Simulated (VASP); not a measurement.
Input:

```xyz
5
Lattice="3.6395 0.0000 0.0000 0.0000 3.6395 0.0000 0.0000 0.0000 3.6395" Properties=species:S:1:pos:R:3 pbc="T T T"
Fe     0.0000     0.0000     0.0000
Ru     1.8197     1.8197     1.8197
O      0.0000     1.8197     1.8197
O      1.8197     1.8197     0.0000
O      1.8197     0.0000     1.8197
```
Starting moments (μB, in the order of the record's atoms Fe Ru O O O): 4.0 0.0 0.0 0.0 0.0.

Level of theory: PBEsol GGA, VASP's PBE PAW potentials (set 64) (plane waves; VASP). Run with 400 eV cut-off, 5×5×5 Γ-centred mesh, Gaussian smearing of 0.20 eV, potentials Fe Ru_pv O.

At this cut-off the stress carries a Pulay error, which pulls relaxed volumes low. Energy and stress use the plane-wave basis of the starting cell. The moments were started parallel, and other spin orders were not tried in this run.

Task: The ions, cell shape and volume are relaxed. What does this cell relax into?

Result: 
```xyz
5
Lattice="3.7474 0.0000 0.0000 0.0000 3.7474 0.0000 0.0000 0.0000 3.7474" Properties=species:S:1:pos:R:3 pbc="T T T"
Fe     0.0000     0.0000     0.0000
Ru     1.8737     1.8737     1.8737
O      0.0000     1.8737     1.8737
O      1.8737     1.8737     0.0000
O      1.8737     0.0000     1.8737
```
Space group Pm-3m (221), at a tolerance of 0.03 Å. The cell ends with 2.50 μB, on the sites 3.39 -0.80 -0.04 -0.04 -0.04 μB.

Task: How do energy and volume change from the first to the last step?

Result: The energy (σ→0) changes by -79.4 meV/atom and the volume by +9.2 %, in 4 ionic steps.

```
step  E(σ→0) (eV)  max force (eV/Å)  pressure (GPa)  volume (Å³)
----  -----------  ----------------  --------------  -----------
1        -35.7522             0.000           30.99        48.21
2        -34.8049             0.000          -39.62        62.42
3        -36.1477             0.000           -1.76        52.91
4        -36.1493             0.000           -0.15        52.63
```

The structure was generated: FeRuO3 was put into an ordered model structure, which need not be its known phase. This run relaxes it. Symmetry was kept, so distortions that lower it aren't found. The k-mesh is coarse (spacing up to 0.34 per Å, 2π included), so the numbers may not be converged in it. The run is one of a series of settings (EDIFFG = -0.01, IBRION = 2, ISIF = 3, NSW = 50 against the base run), some of them coarse on purpose. VASP warned that the highest band is occupied, so more bands are needed.
